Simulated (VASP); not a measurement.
GeB2C2, 5 atoms in the cell. Symmetry: Pmm2, No. 25, orthorhombic system. The conventional cell has a = 2.766 Å, b = 4.196 Å, c = 4.692 Å, α = 90.00°, β = 90.00°, γ = 90.00°. Ge (site symmetry mm2) is surrounded by 6 C at 2.51 to 2.69 Å and 6 B at 2.59 to 2.73 Å and 2 Ge at 2.77 Å. B (site symmetry mm2) is surrounded by 3 C at 1.57 to 1.59 Å. Around B (site symmetry mm2) lie 3 C at 1.57 to 1.59 Å. C (site symmetry mm2) has 3 B at 1.57 Å as nearest neighbours. C (site symmetry mm2) is surrounded by 3 B at 1.59 Å. The cell was built by a generator and needn't be a form met in nature.

- Program: VASP 6.6.1
- Task: elastic constants
- Functional: PBE
- Potentials or basis: VASP PAW PBE potentials, release 64 (Ge_d, B, C)
- Cutoff: 520 eV
- k mesh: 10 × 8 × 6
- Occupations: gaussian, width 0.1 eV
- Spin: no spin polarisation
- Ions in elastic constants: relaxed
- Further INCAR settings: ALGO = Normal; EDIFF = 1e-08; IBRION = 6; POTIM = 0.015; NSW = 1; ISIF = 3

Potentials or basis: VASP PAW PBE potentials, release 64 (Ge_d, B, C).

Launch:

```bash
$ cat potpaw_PBE.64/Ge_d/POTCAR potpaw_PBE.64/B/POTCAR potpaw_PBE.64/C/POTCAR > POTCAR
$ cp INCAR.step1 INCAR
$ mpirun -np 8 vasp_std > vasp.out
$ cp CONTCAR POSCAR
$ cp INCAR.step2 INCAR
$ mpirun -np 8 vasp_std > vasp.out
```

Hardware: 8 MPI ranks on Intel(R) Xeon(R) Platinum 8488C (Sapphire Rapids), with other jobs on the host.

**Question.** How long does it take, and how much memory?

**Answer.** Run time: 14 min on 8 MPI ranks on Intel(R) Xeon(R) Platinum 8488C (Sapphire Rapids), with other jobs on the host, peak memory 0.43 GiB a rank. Counts: scf iterations 414, k points 120, ion steps 7.
